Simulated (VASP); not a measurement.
Data:

```
CELL_PARAMETERS angstrom
      3.16589    -1.80532    -0.11367
      3.16589     1.80532    -0.11367
      2.24370     0.00000     2.87416
ATOMIC_POSITIONS crystal
  As 0.24082 0.24082 0.24082
  As 0.75918 0.75918 0.75918
```

These are PBEsol GGA, VASP's PBE PAW potentials (set 64) (plane waves; VASP 6.6.1) values and carry that method's errors. Numerical set-up: 500 eV cut-off, 12×12×12 Γ-centred mesh, first-order Methfessel-Paxton smearing of 0.10 eV, potentials As.

Question: Estimate the energy per atom (σ→0), pressure, band gap (on the k-mesh) with the smallest direct gap where there is one.

Answer: 
| Property | Result |
|---|---|
| band gap (on the k-mesh) | none (metal, semimetal or under 0.01 eV) |
| energy per atom (σ→0) | -4.903 eV/atom |
| pressure | 20.15 GPa |

Total energies compare only between runs with the same potentials, cut-off and functional.

The compound is As in the a7 structure. It was relaxed first under an external pressure of 20 GPa.
